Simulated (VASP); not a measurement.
A run of VASP 6.6.1:

INCAR

```
PREC = Accurate
ENCUT = 520
EDIFF = 1E-7
ISMEAR = 0
SIGMA = 0.01
LREAL = F
LASPH = T
NELM = 100
ALGO = Normal
ISIF = 2
LWAVE = F
LCHARG = F
GGA = PS
NBANDS = 52
```

Contents of KPOINTS:

```
regular mesh
0
Gamma
  3 3 3
```

File POSCAR:

```
K2RbInF6
1.0
    0.0000000000      4.6534918752      4.6534918752
    4.6534918752      0.0000000000      4.6534918752
    4.6534918752      4.6534918752      0.0000000000
K Rb In F
2 1 1 6
Direct
    0.7500001466      0.7500001466      0.7500001466
    0.2499998534      0.2499998534      0.2499998534
    0.5000000000      0.5000000000      0.5000000000
    0.0000000000      0.0000000000      0.0000000000
    0.7772302859      0.2227697765      0.2227697765
    0.2227697765      0.2227697765      0.7772302859
    0.2227697141      0.7772302235      0.7772302235
    0.2227697765      0.7772302859      0.2227697765
    0.7772302235      0.2227697141      0.7772302235
    0.7772302235      0.7772302235      0.2227697141
```

Potentials or basis: VASP PAW PBE potentials, release 64 (K_sv, Rb_sv, In_d, F).

Command:

```console
$ cat potpaw_PBE.64/K_sv/POTCAR potpaw_PBE.64/Rb_sv/POTCAR potpaw_PBE.64/In_d/POTCAR potpaw_PBE.64/F/POTCAR > POTCAR
$ mpirun -np 1 vasp_std > vasp.out
```

Hardware: 1 thread of Intel(R) Xeon(R) Platinum 8259CL CPU @ 2.50GHz (Skylake/Cascade Lake) (shared host).

Task: Estimate the wall time of this run.

Result: Run time: 69 s on 1 thread of Intel(R) Xeon(R) Platinum 8259CL CPU @ 2.50GHz (Skylake/Cascade Lake), on a shared host, peak memory 0.36 GiB. Counts: scf iterations 15, k points 4.
